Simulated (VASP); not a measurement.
These are PBEsol GGA, VASP's PBE PAW potentials (set 64) (plane waves; VASP) values and carry that method's errors.

A VASP calculation is set up with these files.

**POSCAR**
```
Gd
1
    1.8164264115    -3.1461426252     0.0000000000
    1.8164264115     3.1461426252     0.0000000000
    0.0000000000     0.0000000000     5.7372434501
Gd
2
Direct
  0.3333330000   0.6666670000   0.2500000000
  0.6666670000   0.3333330000   0.7500000000
```

INCAR:
```
ALGO = Normal
EDIFF = 1E-7
EDIFFG = -0.01
ENCUT = 520
GGA = PS
IBRION = 2
ISIF = 4
ISMEAR = 1
LASPH = .TRUE.
LCHARG = .FALSE.
LMAXMIX = 6
LREAL = .FALSE.
LWAVE = .FALSE.
NELM = 100
NSW = 30
PREC = Accurate
SIGMA = 0.1
SYSTEM = Gd
```

KPOINTS:
```
Regular mesh
0
gamma
  12 12 7
0 0 0
```

POTCAR, in this order: Gd_3 (PBE.64 set). Program: vasp_std.

Output of the run:

File OSZICAR:
```
       N       E                     dE             d eps       ncg     rms          rms(c)
DAV:   1     0.382178133331E+02    0.38218E+02   -0.89243E+03  1976   0.122E+03
DAV:   2    -0.819089253875E+01   -0.46409E+02   -0.45335E+02  2166   0.237E+02
DAV:   3    -0.997636253504E+01   -0.17855E+01   -0.16871E+01  2680   0.276E+01
DAV:   4    -0.100113340095E+02   -0.34971E-01   -0.34238E-01  2399   0.396E+00
DAV:   5    -0.100124414409E+02   -0.11074E-02   -0.11059E-02  2978   0.523E-01    0.225E+01
DAV:   6    -0.100055722036E+02    0.68692E-02   -0.24467E-02  2276   0.120E+00    0.134E+01
DAV:   7    -0.100106116748E+02   -0.50395E-02   -0.42317E-02  2161   0.157E+00    0.206E-01
DAV:   8    -0.100101700199E+02    0.44165E-03   -0.24628E-03  2346   0.372E-01    0.499E-02
DAV:   9    -0.100101683495E+02    0.16704E-05   -0.22693E-04  2774   0.110E-01    0.332E-02
DAV:  10    -0.100101647919E+02    0.35576E-05   -0.25154E-05  2410   0.356E-02    0.343E-02
DAV:  11    -0.100101652687E+02   -0.47672E-06   -0.38038E-06  2281   0.142E-02    0.118E-03
DAV:  12    -0.100101653172E+02   -0.48507E-07   -0.20777E-07  2090   0.337E-03
   1 F= -.10010165E+02 E0= -.10009762E+02  d E =-.100102E+02
       N       E                     dE             d eps       ncg     rms          rms(c)
DAV:   1    -0.100104687561E+02   -0.30349E-03   -0.10717E-02  2021   0.750E-01    0.649E-02
DAV:   2    -0.100103197978E+02    0.14896E-03   -0.17767E-04  2306   0.108E-01    0.417E-02
DAV:   3    -0.100102590078E+02    0.60790E-04   -0.85518E-05  2574   0.694E-02    0.215E-02
DAV:   4    -0.100102593431E+02   -0.33535E-06   -0.11714E-05  2578   0.237E-02    0.105E-02
DAV:   5    -0.100102593740E+02   -0.30835E-07   -0.32372E-07  2435   0.410E-03
   2 F= -.10010259E+02 E0= -.10009916E+02  d E =-.940568E-04
       N       E                     dE             d eps       ncg     rms          rms(c)
DAV:   1    -0.100108256088E+02   -0.56627E-03   -0.27354E-02  1986   0.120E+00    0.103E-01
DAV:   2    -0.100104484238E+02    0.37719E-03   -0.45082E-04  2291   0.172E-01    0.661E-02
DAV:   3    -0.100102932924E+02    0.15513E-03   -0.21965E-04  2559   0.111E-01    0.331E-02
DAV:   4    -0.100102942663E+02   -0.97389E-06   -0.30105E-05  2551   0.380E-02    0.166E-02
DAV:   5    -0.100102943217E+02   -0.55383E-07   -0.82776E-07  2905   0.640E-03
   3 F= -.10010294E+02 E0= -.10010049E+02  d E =-.129005E-03
```

**OUTCAR**
```
------------------------ aborting loop because EDIFF is reached ----------------------------------------
  FORCE on cell =-STRESS in cart. coord.  units (eV):
  Direction    XX          YY          ZZ          XY          YZ          ZX
  --------------------------------------------------------------------------------------
  Total       -0.9280837     -0.9280836     -0.9131478      0.0000000      0.0000000      0.0000000
  in kB      -22.6760931    -22.6760904    -22.3111612      0.0000000      0.0000000      0.0000000
  external PRESSURE =     -22.5544482 kB  Pullay stress =       0.0000000 kB
  volume of cell :       65.57
      direct lattice vectors                 reciprocal lattice vectors
     1.819728929 -3.151862776 -0.000000000     0.274766198 -0.158636348 -0.000000000
     1.819728929  3.151862776  0.000000000     0.274766198  0.158636348  0.000000000
     0.000000000 -0.000000000  5.716437942     0.000000000 -0.000000000  0.174934113
 POSITION                                       TOTAL-FORCE (eV/Angst)
 -----------------------------------------------------------------------------------
      1.81973      1.05062      1.42911        -0.000000      0.000000      0.000000
      1.81973     -1.05062      4.28733         0.000000     -0.000000      0.000000
 -----------------------------------------------------------------------------------
    total drift:                                0.000004      0.000114     -0.000011
  FREE ENERGIE OF THE ION-ELECTRON SYSTEM (eV)
  ---------------------------------------------------
  free  energy   TOTEN  =       -10.0102943217 eV

  energy  without entropy=      -10.0095587577  energy(sigma->0) =      -10.01004913

 reached required accuracy - stopping structural energy minimisation
```
(Selected blocks of OUTCAR.)

### CONTCAR
```
Gd
   1.00000000000000
     1.8197289289433844   -3.1518627762937887   -0.0000000000000000
     1.8197289289433844    3.1518627762937887    0.0000000000000000
     0.0000000000000000   -0.0000000000000000    5.7164379424334539
  Gd
     2
Direct
     0.3333330000000032    0.6666669999999968    0.2500000000000000
     0.6666669999999968    0.3333330000000032    0.7500000000000000
```

The 4f electrons are frozen in the core of the lanthanide potential, so 4f levels, which can set the real gap, and their magnetism are missing.

The compound is Gd in the hcp structure. This cell is one point of a volume scan, at 1.06 of the reference volume. Symmetry was kept, so distortions that lower it aren't found.
